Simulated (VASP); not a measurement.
Energy against volume of RuAl (CsCl type). Calculation: PBEsol GGA, VASP's PBE PAW potentials (set 64) (plane waves; VASP). Settings: 520 eV cut-off, 12×12×12 Γ-centred mesh, first-order Methfessel-Paxton smearing of 0.10 eV, potentials Al Ru_pv.

| V (Å³/atom) | E (eV/atom) |
|---|---|
| 12.791 | -7.75493 |
| 13.186 | -7.76332 |
| 13.582 | -7.75539 |
| 13.977 | -7.73358 |

Q: Fit these four points and predict the energy of the run at 12.395 Å³/atom.

A: A cubic in V^(−2/3), the third-order Birch-Murnaghan form, passes through the four points with V0 = 13.18 Å³/atom and B0 = 220 GPa, and gives -7.7273 eV/atom there. The run gave -7.7274 eV/atom, -0.0 meV/atom from the fit; all five points give B0 = 220 GPa.

The compound is RuAl in the CsCl type structure. It was relaxed first.
